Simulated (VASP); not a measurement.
VASP ran on this input.

**KPOINTS**
```
Automatic mesh
0
Gamma
7 7 7
0 0 0
```

### INCAR
```
ALGO  =  Normal
EDIFF  =  1E-6
EDIFFG  =  -0.02
ENCUT  =  500
GGA  =  PS
IBRION  =  2
ISIF  =  3
ISMEAR  =  0
LASPH  =  .True.
LCHARG  =  .False.
LMAXMIX  =  4
LREAL  =  .False.
LWAVE  =  .False.
NELM  =  100
NSW  =  40
PREC  =  Accurate
PSTRESS  =  200
SIGMA  =  0.05
SYSTEM  =  CsI
```

### POSCAR
```
CsI
1.0
  4.0436988953   0.0000000000   0.0000000000
  0.0000000000   4.0436988953   0.0000000000
  0.0000000000   0.0000000000   4.0436988953
Cs I
1 1
Cart
  0.0000000000   0.0000000000   0.0000000000
  2.0218494477   2.0218494477   2.0218494477
```

POTCAR, in this order: Cs_sv I (PBE.64 set). Program: vasp_std.

Question: Translate this PBEsol calculation to Ansatz.

Answer: One equivalent input (not run):
Ansatz 0.2 input:
```yaml
crystal:
  lattice:
    - [4.0436989, 0.0000000, 0.0000000]
    - [0.0000000, 4.0436989, 0.0000000]
    - [0.0000000, 0.0000000, 4.0436989]
  atoms:
    - { symbol: Cs, position: [0.0000000, 0.0000000, 0.0000000] }
    - { symbol: I, position: [0.5000000, 0.5000000, 0.5000000] }
kpoints:
  mp_grid: { grid: [7, 7, 7] }
hamiltonian:
  xc: pbesol
  pseudopotentials: { kind: paw }
scf:
  occupations: { method: gaussian, width: 0.05 }
  max_iter: 100
relax:
  max_steps: 40
  f_tol: 0.02
  cell: { p_target: 20 }
output: { forces: true, stress: true, eigenvalues: true }
```
What does not carry over: each code has its own PAW files, so the cut-off isn't converted (ENCUT is set for VASP's; basis.ecutwfc is left out, and Ansatz then takes the one that its files recommend); Ansatz stops its SCF on the density residual and VASP on the energy change (EDIFF).

The compound is CsI in the CsCl type structure. This run relaxes it under an external pressure of 20 GPa. Symmetry was kept, so distortions that lower it aren't found.
